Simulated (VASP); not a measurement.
# ZrGeS under strain

How does the pressure of ZrGeS answer to a change of volume? The bands are shown for each cell. All runs use r2SCAN. Left out of this account: at least 1 further run (self-consistent run: a reference on another mesh). The start is a cell from a database of measured crystal structures.

Main program and level: VASP 6.6.1; r2SCAN; plane waves and PAW (Zr_sv, Ge_d, S).

Most raw output is cut from this account.

### Step 1. The structure

Symmetry: P4/nmm, No. 129, tetragonal system. Conventional cell: a = 3.626 Å, b = 3.626 Å, c = 8.019 Å, α = 90.00°, β = 90.00°, γ = 90.00°. Nearest to Zr lie 5 S at 2.69 to 2.77 Å and 4 Ge at 2.86 Å. Ge has 4 Ge at 2.56 Å and 4 Zr at 2.86 Å nearest. Nearest to S lie 5 Zr at 2.69 to 2.77 Å. Farther neighbours and most contacts between anions are not listed.

Structure file:

```
Zr Ge S
1.0
     3.62600    0.00000    0.00000
     0.00000    3.62600    0.00000
     0.00000    0.00000    8.01900
Zr Ge S
2 2 2
Cartesian
  0.0000 1.8130 2.2132
  1.8130 0.0000 5.8058
  0.0000 0.0000 0.0000
  1.8130 1.8130 0.0000
  0.0000 1.8130 4.9878
  1.8130 0.0000 3.0312
```

### Step 2. Bands, cell as listed

Levels along the symmetry lines show where the bands peak and cross; KPOINTS_OPT computes them in the converged potential. r2SCAN adds the kinetic-energy density, costs more than a GGA and is run with LASPH.

File INCAR:

```
SYSTEM = ZrGeS
PREC = Accurate
ENCUT = 410
EDIFF = 1E-06
NELM = 100
ISMEAR = -1
SIGMA = 0.05
LREAL = .FALSE.
ALGO = Normal
METAGGA = R2SCAN
LASPH = .TRUE.
NBANDS = 49
LORBIT = 11
LWAVE = .FALSE.
LCHARG = .FALSE.
KPAR = 4
```

File POSCAR:

```
ZrGeS
1.0
    3.6260000000      0.0000000000      0.0000000000
    0.0000000000      3.6260000000      0.0000000000
    0.0000000000      0.0000000000      8.0190000000
Zr Ge S
2 2 2
Direct
    0.0000000000      0.5000000000      0.2760000000
    0.5000000000      0.0000000000      0.7240000000
    0.0000000000      0.0000000000      0.0000000000
    0.5000000000      0.5000000000      0.0000000000
    0.0000000000      0.5000000000      0.6220000000
    0.5000000000      0.0000000000      0.3780000000
```

File KPOINTS:

```
Automatic mesh
0
Gamma
8 8 4
0 0 0
```

File KPOINTS_OPT:

```
Line mode
16
Line-mode
Reciprocal
  0.00000000   0.00000000   0.00000000 GAMMA
  0.00000000   0.50000000   0.00000000 X

  0.00000000   0.50000000   0.00000000 X
  0.50000000   0.50000000   0.00000000 M

  0.50000000   0.50000000   0.00000000 M
  0.00000000   0.00000000   0.00000000 GAMMA

  0.00000000   0.00000000   0.00000000 GAMMA
  0.00000000   0.00000000   0.50000000 Z

  0.00000000   0.00000000   0.50000000 Z
  0.00000000   0.50000000   0.50000000 R

  0.00000000   0.50000000   0.50000000 R
  0.50000000   0.50000000   0.50000000 A

  0.50000000   0.50000000   0.50000000 A
  0.00000000   0.00000000   0.50000000 Z

  0.00000000   0.50000000   0.00000000 X
  0.00000000   0.50000000   0.50000000 R

  0.50000000   0.50000000   0.00000000 M
  0.50000000   0.50000000   0.50000000 A
```

Potentials, in the order of the species: Zr_sv, Ge_d and S (PBE family, release 64).

The run is started by

```
$ mpirun -np 4 vasp_std
```

Run time: 3 min. Hardware: 4 MPI ranks of Intel Xeon Platinum 8488C (Sapphire Rapids), shared host; peak memory 1.4 GiB; 12 min of CPU time.

Spin-orbit coupling is off here; it would split degenerate levels. The PAW data sets were made with PBE, which is usual practice but a small mismatch for other functionals.

Numbers from this step:

```
SCF cycles                             : 13
electrons                              : 64
bands                                  : 49
irreducible k-points                   : 45
symmetry operations                    : 16
free energy (TOTEN)                    : -97.1197 eV
energy at zero smearing                : -97.1152 eV
Fermi energy                           : 9.554 eV
pressure                               : 1.586 GPa
metallic, judged on the points sampled : yes
```

Electronic bands along the path, in eV, zero at the Fermi level; # counts the bands kept in this run:

| point | #9 | #10 | #11 | #12 | #13 | #14 | #15 | #16 |
| --- | --- | --- | --- | --- | --- | --- | --- | --- |
| Γ | -2.62 | -2.62 | -2.41 | -1.40 | -0.27 | 0.70 | 0.99 | 1.18 |
| 0.53 of the way | -2.36 | -1.62 | -1.52 | -1.06 | 0.57 | 0.64 | 0.99 | 1.71 |
| X | -2.01 | -2.01 | -0.64 | -0.64 | 0.68 | 0.68 | 1.98 | 1.98 |
| 0.47 of the way | -3.55 | -3.55 | -2.27 | -2.27 | 1.59 | 1.59 | 2.38 | 2.38 |
| M | -4.17 | -4.17 | -2.60 | -2.60 | 2.63 | 2.63 | 2.90 | 2.90 |
| 0.47 of the way | -3.94 | -2.02 | -1.87 | -1.29 | 0.80 | 1.90 | 1.96 | 2.17 |
| Γ | -2.62 | -2.62 | -2.41 | -1.40 | -0.27 | 0.70 | 0.99 | 1.18 |
| 0.53 of the way | -2.61 | -2.61 | -2.58 | -2.20 | 0.00 | 0.99 | 1.00 | 1.21 |
| Z | -3.08 | -2.71 | -2.61 | -2.61 | 0.22 | 1.01 | 1.19 | 1.34 |
| 0.53 of the way | -3.02 | -2.21 | -1.59 | -0.71 | 0.27 | 0.36 | 1.25 | 1.90 |
| R | -2.22 | -2.22 | -0.38 | -0.38 | 0.83 | 0.83 | 1.86 | 1.86 |
| 0.53 of the way | -3.56 | -3.56 | -2.57 | -2.57 | 1.22 | 1.22 | 2.43 | 2.43 |
| A | -4.02 | -4.02 | -2.67 | -2.67 | 1.68 | 1.68 | 2.67 | 2.67 |
| 0.47 of the way | -3.70 | -2.88 | -2.19 | -1.35 | 1.25 | 1.66 | 1.75 | 1.92 |
| Z | -3.08 | -2.71 | -2.61 | -2.61 | 0.22 | 1.01 | 1.19 | 1.34 |
| jump to X | -2.01 | -2.01 | -0.64 | -0.64 | 0.68 | 0.68 | 1.98 | 1.98 |
| 0.53 of the way | -2.13 | -2.13 | -0.51 | -0.51 | 0.75 | 0.75 | 2.23 | 2.23 |
| R | -2.22 | -2.22 | -0.38 | -0.38 | 0.83 | 0.83 | 1.86 | 1.86 |
| jump to M | -4.17 | -4.17 | -2.60 | -2.60 | 2.63 | 2.63 | 2.90 | 2.90 |
| 0.47 of the way | -4.16 | -4.16 | -2.63 | -2.63 | 2.31 | 2.31 | 2.65 | 2.65 |
| A | -4.02 | -4.02 | -2.67 | -2.67 | 1.68 | 1.68 | 2.67 | 2.67 |

Of the projections kept (Zr, Ge, S), the largest for each band there, as a share of the weight inside these atoms' spheres; weight between the spheres isn't counted:

| point | #9 | #10 | #11 | #12 | #13 | #14 | #15 | #16 |
| --- | --- | --- | --- | --- | --- | --- | --- | --- |
| Γ | S 0.89 | S 0.89 | Zr 0.85 | S 0.58 | Ge 0.57 | Zr 0.80 | Zr 0.99 | Zr 0.89 |
| X | Ge 0.47 | Ge 0.47 | Zr 0.54 | Zr 0.54 | Zr 0.54 | Zr 0.54 | Zr 0.75 | Zr 0.75 |
| M | S 0.82 | S 0.82 | Zr 0.52 | Zr 0.52 | Zr 0.75 | Zr 0.75 | Zr 0.99 | Zr 0.99 |
| Γ | S 0.89 | S 0.89 | Zr 0.85 | S 0.58 | Ge 0.57 | Zr 0.80 | Zr 0.99 | Zr 0.89 |
| Z | Ge 0.78 | Zr 0.86 | S 0.90 | S 0.90 | Zr 0.51 | Zr 1.00 | Zr 0.99 | Zr 0.92 |
| R | Zr 0.50 | Zr 0.50 | Zr 0.53 | Zr 0.53 | Zr 0.51 | Zr 0.51 | Zr 0.60 | Zr 0.60 |

Force by atom:

| atom | x (eV/Å) | y (eV/Å) | z (eV/Å) | size |
| --- | --- | --- | --- | --- |
| Zr1 | 0.0000 | 0.0000 | -0.0966 | 0.0966 |
| Zr2 | 0.0000 | 0.0000 | 0.0966 | 0.0966 |
| Ge3 | 0.0000 | 0.0000 | 0.0000 | 0.0000 |
| Ge4 | 0.0000 | 0.0000 | 0.0000 | 0.0000 |
| S5 | 0.0000 | 0.0000 | -0.0552 | 0.0552 |
| S6 | 0.0000 | 0.0000 | 0.0552 | 0.0552 |

There is no gap at this level.

### Step 3. Bands, volume times 1.04

The cell is expanded evenly, with fractional positions held.

INCAR is that of step 2.

Edit POSCAR of step 2 so:

```diff
@@ -2,5 +2,5 @@
 1.0
-    3.6260000000      0.0000000000      0.0000000000
-    0.0000000000      3.6260000000      0.0000000000
-    0.0000000000      0.0000000000      8.0190000000
+    3.6737159983      0.0000000000      0.0000000000
+    0.0000000000      3.6737159983      0.0000000000
+    0.0000000000      0.0000000000      8.1245252592
 Zr Ge S
```

KPOINTS is that of step 2.

KPOINTS_OPT is that of step 2.

The run is started by

```
$ mpirun -np 4 vasp_std
```

It took 3.2 min on 4 MPI ranks; peak memory 1.4 GiB; 13 min of CPU time.

Numbers from this step:

```
SCF cycles              : 15
free energy (TOTEN)     : -97.0991 eV
energy at zero smearing : -97.0944 eV
Fermi energy            : 9.055 eV
pressure                : -3.372 GPa
```

Electronic bands along the path, in eV, zero at the Fermi level; # counts the bands kept in this run:

| point | #9 | #10 | #11 | #12 | #13 | #14 | #15 | #16 |
| --- | --- | --- | --- | --- | --- | --- | --- | --- |
| Γ | -2.59 | -2.59 | -2.28 | -1.42 | -0.34 | 0.70 | 0.96 | 1.13 |
| 0.47 of the way | -2.41 | -1.54 | -1.47 | -1.30 | 0.54 | 0.66 | 0.81 | 1.54 |
| X | -1.94 | -1.94 | -0.60 | -0.60 | 0.65 | 0.65 | 1.89 | 1.89 |
| 0.47 of the way | -3.43 | -3.43 | -2.18 | -2.18 | 1.52 | 1.52 | 2.25 | 2.25 |
| M | -4.10 | -4.10 | -2.49 | -2.49 | 2.49 | 2.49 | 2.73 | 2.73 |
| 0.53 of the way | -3.74 | -1.83 | -1.62 | -0.48 | 0.37 | 1.56 | 1.80 | 1.82 |
| Γ | -2.59 | -2.59 | -2.28 | -1.42 | -0.34 | 0.70 | 0.96 | 1.13 |
| 0.47 of the way | -2.59 | -2.59 | -2.41 | -2.03 | -0.14 | 0.91 | 0.97 | 1.17 |
| Z | -2.95 | -2.58 | -2.58 | -2.55 | 0.11 | 0.99 | 1.15 | 1.28 |
| 0.47 of the way | -2.99 | -2.30 | -1.60 | -0.98 | 0.29 | 0.40 | 1.19 | 1.60 |
| R | -2.14 | -2.14 | -0.35 | -0.35 | 0.79 | 0.79 | 1.83 | 1.83 |
| 0.53 of the way | -3.46 | -3.46 | -2.46 | -2.46 | 1.19 | 1.19 | 2.27 | 2.27 |
| A | -3.91 | -3.91 | -2.57 | -2.57 | 1.61 | 1.61 | 2.51 | 2.51 |
| 0.53 of the way | -3.35 | -2.83 | -1.99 | -0.70 | 0.76 | 1.58 | 1.83 | 1.88 |
| Z | -2.95 | -2.58 | -2.58 | -2.55 | 0.11 | 0.99 | 1.15 | 1.28 |
| jump to X | -1.94 | -1.94 | -0.60 | -0.60 | 0.65 | 0.65 | 1.89 | 1.89 |
| 0.53 of the way | -2.06 | -2.06 | -0.47 | -0.47 | 0.71 | 0.71 | 2.18 | 2.18 |
| R | -2.14 | -2.14 | -0.35 | -0.35 | 0.79 | 0.79 | 1.83 | 1.83 |
| jump to M | -4.10 | -4.10 | -2.49 | -2.49 | 2.49 | 2.49 | 2.73 | 2.73 |
| 0.53 of the way | -4.08 | -4.08 | -2.54 | -2.54 | 2.08 | 2.08 | 2.50 | 2.50 |
| A | -3.91 | -3.91 | -2.57 | -2.57 | 1.61 | 1.61 | 2.51 | 2.51 |

Of the projections kept (Zr, Ge, S), the largest for each band there, as a share of the weight inside these atoms' spheres; weight between the spheres isn't counted:

| point | #9 | #10 | #11 | #12 | #13 | #14 | #15 | #16 |
| --- | --- | --- | --- | --- | --- | --- | --- | --- |
| Γ | S 0.89 | S 0.89 | Zr 0.85 | S 0.59 | Ge 0.52 | Zr 0.82 | Zr 0.99 | Zr 0.89 |
| X | Ge 0.47 | Ge 0.47 | Zr 0.55 | Zr 0.55 | Zr 0.56 | Zr 0.56 | Zr 0.76 | Zr 0.76 |
| M | S 0.83 | S 0.83 | Zr 0.53 | Zr 0.53 | Zr 0.76 | Zr 0.76 | Zr 0.99 | Zr 0.99 |
| Γ | S 0.89 | S 0.89 | Zr 0.85 | S 0.59 | Ge 0.52 | Zr 0.82 | Zr 0.99 | Zr 0.89 |
| Z | Ge 0.78 | S 0.91 | S 0.91 | Zr 0.87 | Zr 0.55 | Zr 1.00 | Zr 0.99 | Zr 0.92 |
| R | Zr 0.49 | Zr 0.49 | Zr 0.54 | Zr 0.54 | Zr 0.53 | Zr 0.53 | Zr 0.60 | Zr 0.60 |

Force by atom:

| atom | x (eV/Å) | y (eV/Å) | z (eV/Å) | size |
| --- | --- | --- | --- | --- |
| Zr1 | 0.000 | 0.000 | -0.162 | 0.162 |
| Zr2 | 0.000 | 0.000 | 0.162 | 0.162 |
| Ge3 | 0.000 | 0.000 | 0.000 | 0.000 |
| Ge4 | 0.000 | 0.000 | 0.000 | 0.000 |
| S5 | 0.000 | 0.000 | -0.028 | 0.028 |
| S6 | 0.000 | 0.000 | 0.028 | 0.028 |

 The pressure is -3.37 GPa.

For the pressure, step 2 gave 1.59 GPa; this run, with cell volume +4.0 %, gives -3.37 GPa.

### Step 4. Bands, volume times 1.08

INCAR is that of step 3.

Edit POSCAR of step 3 so:

```diff
@@ -2,5 +2,5 @@
 1.0
-    3.6737159983      0.0000000000      0.0000000000
-    0.0000000000      3.6737159983      0.0000000000
-    0.0000000000      0.0000000000      8.1245252592
+    3.7202236696      0.0000000000      0.0000000000
+    0.0000000000      3.7202236696      0.0000000000
+    0.0000000000      0.0000000000      8.2273782698
 Zr Ge S
```

KPOINTS is that of step 3.

KPOINTS_OPT is that of step 3.

The run is started by

```
$ mpirun -np 4 vasp_std
```

Wall time 5.2 min (4 MPI ranks); peak memory 1.5 GiB; 21 min of CPU time.

This step gave:

* free energy (TOTEN): -96.9626 eV
* energy at zero smearing: -96.9574 eV
* Fermi energy: 8.590 eV
* pressure: -7.360 GPa

The electronic bands at the labelled points (eV, zero at the Fermi level; # counts the bands kept in this run):

| point | #9 | #10 | #11 | #12 | #13 | #14 | #15 | #16 |
| --- | --- | --- | --- | --- | --- | --- | --- | --- |
| Γ | -2.57 | -2.57 | -2.15 | -1.43 | -0.40 | 0.70 | 0.94 | 1.07 |
| 0.47 of the way | -2.31 | -1.52 | -1.41 | -1.27 | 0.52 | 0.64 | 0.77 | 1.41 |
| X | -1.88 | -1.88 | -0.56 | -0.56 | 0.61 | 0.61 | 1.79 | 1.79 |
| 0.53 of the way | -3.71 | -3.71 | -2.17 | -2.17 | 1.49 | 1.49 | 2.25 | 2.25 |
| M | -4.03 | -4.03 | -2.39 | -2.39 | 2.36 | 2.36 | 2.57 | 2.57 |
| 0.53 of the way | -3.63 | -1.80 | -1.56 | -0.46 | 0.38 | 1.49 | 1.71 | 1.72 |
| Γ | -2.57 | -2.57 | -2.15 | -1.43 | -0.40 | 0.70 | 0.94 | 1.07 |
| 0.47 of the way | -2.56 | -2.56 | -2.27 | -2.03 | -0.21 | 0.89 | 0.95 | 1.12 |
| Z | -2.83 | -2.56 | -2.56 | -2.40 | 0.01 | 0.96 | 1.11 | 1.22 |
| 0.47 of the way | -2.91 | -2.21 | -1.54 | -0.96 | 0.30 | 0.41 | 1.14 | 1.46 |
| R | -2.07 | -2.07 | -0.33 | -0.33 | 0.75 | 0.75 | 1.80 | 1.80 |
| 0.47 of the way | -3.12 | -3.12 | -2.25 | -2.25 | 1.11 | 1.11 | 2.11 | 2.11 |
| A | -3.80 | -3.80 | -2.48 | -2.48 | 1.54 | 1.54 | 2.35 | 2.35 |
| 0.47 of the way | -3.50 | -2.68 | -2.00 | -1.24 | 1.14 | 1.54 | 1.60 | 1.74 |
| Z | -2.83 | -2.56 | -2.56 | -2.40 | 0.01 | 0.96 | 1.11 | 1.22 |
| jump to X | -1.88 | -1.88 | -0.56 | -0.56 | 0.61 | 0.61 | 1.79 | 1.79 |
| 0.53 of the way | -1.99 | -1.99 | -0.44 | -0.44 | 0.67 | 0.67 | 2.12 | 2.12 |
| R | -2.07 | -2.07 | -0.33 | -0.33 | 0.75 | 0.75 | 1.80 | 1.80 |
| jump to M | -4.03 | -4.03 | -2.39 | -2.39 | 2.36 | 2.36 | 2.57 | 2.57 |
| 0.53 of the way | -4.01 | -4.01 | -2.44 | -2.44 | 1.98 | 1.98 | 2.36 | 2.36 |
| A | -3.80 | -3.80 | -2.48 | -2.48 | 1.54 | 1.54 | 2.35 | 2.35 |

Of the projections kept (Zr, Ge, S), the largest for each band there, as a share of the weight inside these atoms' spheres; weight between the spheres isn't counted:

| point | #9 | #10 | #11 | #12 | #13 | #14 | #15 | #16 |
| --- | --- | --- | --- | --- | --- | --- | --- | --- |
| Γ | S 0.89 | S 0.89 | Zr 0.85 | S 0.59 | Zr 0.53 | Zr 0.84 | Zr 0.99 | Zr 0.90 |
| X | Ge 0.47 | Ge 0.47 | Zr 0.57 | Zr 0.57 | Zr 0.57 | Zr 0.57 | Zr 0.77 | Zr 0.77 |
| M | S 0.84 | S 0.84 | Zr 0.54 | Zr 0.54 | Zr 0.78 | Zr 0.78 | Zr 0.99 | Zr 0.99 |
| Γ | S 0.89 | S 0.89 | Zr 0.85 | S 0.59 | Zr 0.53 | Zr 0.84 | Zr 0.99 | Zr 0.90 |
| Z | Ge 0.78 | S 0.91 | S 0.91 | Zr 0.87 | Zr 0.59 | Zr 1.00 | Zr 0.99 | Zr 0.92 |
| R | Zr 0.50 | Zr 0.50 | Zr 0.55 | Zr 0.55 | Zr 0.55 | Zr 0.55 | Zr 0.61 | Zr 0.61 |

Force by atom:

| atom | x (eV/Å) | y (eV/Å) | z (eV/Å) | size |
| --- | --- | --- | --- | --- |
| Zr1 | 0.000 | 0.000 | -0.219 | 0.219 |
| Zr2 | 0.000 | 0.000 | 0.219 | 0.219 |
| Ge3 | 0.000 | 0.000 | 0.000 | 0.000 |
| Ge4 | 0.000 | 0.000 | 0.000 | 0.000 |
| S5 | 0.000 | 0.000 | -0.002 | 0.002 |
| S6 | 0.000 | 0.000 | 0.002 | 0.002 |

 The pressure is -7.36 GPa.

For the pressure, step 2 gave 1.59 GPa; this run, with cell volume +8.0 %, gives -7.36 GPa.

### Step 5. Bands, sheared, principal strains -2.3, -0.8, +3.2 %

The first cell is sheared at its own volume, which lowers its symmetry.

INCAR is that of step 4.

Edit POSCAR of step 4 so:

```diff
@@ -2,5 +2,5 @@
 1.0
-    3.7202236696      0.0000000000      0.0000000000
-    0.0000000000      3.7202236696      0.0000000000
-    0.0000000000      0.0000000000      8.2273782698
+    3.5779270000     -0.0147440000      0.0259690000
+   -0.0147440000      3.6224440000      0.0849920000
+    0.0574320000      0.1879620000      8.1396950000
 Zr Ge S
```

KPOINTS is that of step 4.

File KPOINTS_OPT:

```
Line mode
16
Line-mode
Reciprocal
 -0.50000000   0.00000000   0.00000000 X
  0.00000000   0.00000000   0.00000000 GAMMA

  0.00000000   0.00000000   0.00000000 GAMMA
  0.00000000   0.50000000   0.00000000 Y

 -0.50000000   0.50000000   0.00000000 L
  0.00000000   0.00000000   0.00000000 GAMMA

  0.00000000   0.00000000   0.00000000 GAMMA
  0.00000000  -0.50000000  -0.50000000 Z

 -0.50000000  -0.50000000  -0.50000000 N
  0.00000000   0.00000000   0.00000000 GAMMA

  0.00000000   0.00000000   0.00000000 GAMMA
  0.00000000   0.00000000  -0.50000000 M

 -0.50000000   0.00000000  -0.50000000 R
  0.00000000   0.00000000   0.00000000 GAMMA
```

The run is started by

```
$ mpirun -np 4 vasp_std
```

The job ended after 4.8 min (4 MPI ranks; peak memory 2.7 GiB; 19 min of CPU time).

The path and its labels are those of the sheared lattice, so a letter need not mean the same point as in the unstrained cell.

This step gave:

```yaml
irreducible_k_points: 132
symmetry_operations: 2
free_energy_toten: -97.0264 eV
energy_at_zero_smearing: -97.0217 eV
fermi_energy: 9.597 eV
pressure: 1.822 GPa
```

Electronic bands along the path, in eV, zero at the Fermi level; # counts the bands kept in this run:

| point | #9 | #10 | #11 | #12 | #13 | #14 | #15 | #16 |
| --- | --- | --- | --- | --- | --- | --- | --- | --- |
| X | -2.13 | -2.11 | -0.64 | -0.60 | 0.66 | 0.73 | 1.80 | 1.87 |
| 0.53 of the way | -2.56 | -1.68 | -1.53 | -1.32 | 0.50 | 0.56 | 0.83 | 1.50 |
| Γ | -2.77 | -2.64 | -2.42 | -1.60 | -0.38 | 0.70 | 1.01 | 1.18 |
| 0.53 of the way | -2.21 | -1.81 | -1.52 | -1.03 | 0.55 | 0.68 | 0.99 | 1.69 |
| Y | -2.16 | -2.09 | -0.58 | -0.45 | 0.62 | 0.82 | 1.74 | 2.06 |
| jump to L | -4.29 | -4.22 | -2.67 | -2.57 | 2.45 | 2.45 | 2.80 | 2.85 |
| 0.47 of the way | -4.02 | -2.19 | -1.83 | -1.31 | 0.72 | 1.73 | 1.88 | 2.09 |
| Γ | -2.77 | -2.64 | -2.42 | -1.60 | -0.38 | 0.70 | 1.01 | 1.18 |
| 0.47 of the way | -2.34 | -2.33 | -1.41 | -1.20 | 0.36 | 0.61 | 1.02 | 1.75 |
| Z | -2.30 | -2.27 | -0.39 | -0.16 | 0.67 | 0.87 | 1.86 | 2.00 |
| jump to N | -4.13 | -3.99 | -2.71 | -2.58 | 1.53 | 1.53 | 2.53 | 2.62 |
| 0.47 of the way | -4.04 | -2.57 | -2.09 | -1.15 | 1.00 | 1.56 | 2.01 | 2.05 |
| Γ | -2.77 | -2.64 | -2.42 | -1.60 | -0.38 | 0.70 | 1.01 | 1.18 |
| 0.53 of the way | -2.78 | -2.64 | -2.56 | -2.31 | -0.14 | 0.96 | 1.01 | 1.20 |
| M | -2.93 | -2.79 | -2.63 | -2.60 | 0.05 | 1.02 | 1.19 | 1.30 |
| jump to R | -2.30 | -2.29 | -0.43 | -0.36 | 0.79 | 0.85 | 1.75 | 1.81 |
| 0.53 of the way | -2.53 | -2.29 | -1.43 | -1.19 | 0.31 | 0.53 | 0.94 | 1.69 |
| Γ | -2.77 | -2.64 | -2.42 | -1.60 | -0.38 | 0.70 | 1.01 | 1.18 |

Of the projections kept (Zr, Ge, S), the largest for each band there, as a share of the weight inside these atoms' spheres; weight between the spheres isn't counted:

| point | #9 | #10 | #11 | #12 | #13 | #14 | #15 | #16 |
| --- | --- | --- | --- | --- | --- | --- | --- | --- |
| X | Ge 0.48 | Ge 0.46 | Zr 0.54 | Zr 0.55 | Zr 0.53 | Zr 0.53 | Zr 0.76 | Zr 0.76 |
| Γ | S 0.85 | S 0.87 | Zr 0.85 | S 0.59 | Ge 0.57 | Zr 0.80 | Zr 0.99 | Zr 0.97 |
| Y | Ge 0.51 | Ge 0.44 | Zr 0.55 | Zr 0.57 | Zr 0.56 | Zr 0.57 | Zr 0.77 | Zr 0.80 |
| L | S 0.81 | S 0.80 | Zr 0.51 | Zr 0.51 | Zr 0.75 | Zr 0.75 | Zr 0.91 | Zr 0.93 |
| Γ | S 0.85 | S 0.87 | Zr 0.85 | S 0.59 | Ge 0.57 | Zr 0.80 | Zr 0.99 | Zr 0.97 |
| Z | Zr 0.51 | Zr 0.47 | Zr 0.55 | Zr 0.54 | Zr 0.54 | Zr 0.55 | Zr 0.58 | Zr 0.57 |

Force by atom:

| atom | x (eV/Å) | y (eV/Å) | z (eV/Å) | size |
| --- | --- | --- | --- | --- |
| Zr1 | -0.033 | -0.125 | -0.220 | 0.255 |
| Zr2 | 0.033 | 0.125 | 0.220 | 0.255 |
| Ge3 | -0.030 | 0.094 | -0.011 | 0.099 |
| Ge4 | 0.030 | -0.094 | 0.011 | 0.099 |
| S5 | 0.029 | 0.068 | -0.102 | 0.126 |
| S6 | -0.029 | -0.068 | 0.102 | 0.126 |

 The pressure is 1.82 GPa, and the symmetry operations fall from 16 to 2.

(Continued in part 2 of 2.)

[Lines on the potential files, build, host, timing and source positions are cut from VASP's logs without a mark.]

[Logs are printed without paths, hosts, clocks, repeated set-up lines and the standing remarks that a program may print on its own settings, such as how far it seeks lower states.]

[Hosts, paths, dates, database ids (printed as entryN), source tags and the programs' standing remarks are cut or masked in the printed files.]

[A measured line is paired with the nearest computed mode of its activity, which favours agreement.]

[In band tables of VASP the shares of atoms and orbitals are scaled to a sum of 1 inside the atoms' spheres.]
